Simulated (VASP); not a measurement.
Energy against volume of Ca (fcc). All values below come from revPBE GGA, VASP's PBE PAW potentials (set 64) (plane waves; VASP). Numerical set-up: 520 eV cut-off, 11×11×11 Γ-centred mesh, first-order Methfessel-Paxton smearing of 0.10 eV, potentials Ca_sv.

```tsv
V (Å³/atom)	E (eV/atom)
41.261	-1.75546
42.577	-1.76232
43.894	-1.76451
45.211	-1.76267
```

Q: Fit these four points and predict the energy of the run at 46.528 Å³/atom.

A: A cubic in V^(−2/3), the third-order Birch-Murnaghan form, passes through the four points with V0 = 43.92 Å³/atom and B0 = 16 GPa, and gives -1.7574 eV/atom there. The run gave -1.7573 eV/atom, +0.1 meV/atom from the fit; all five points give B0 = 16 GPa.

The compound is Ca in the fcc structure. It was relaxed first.
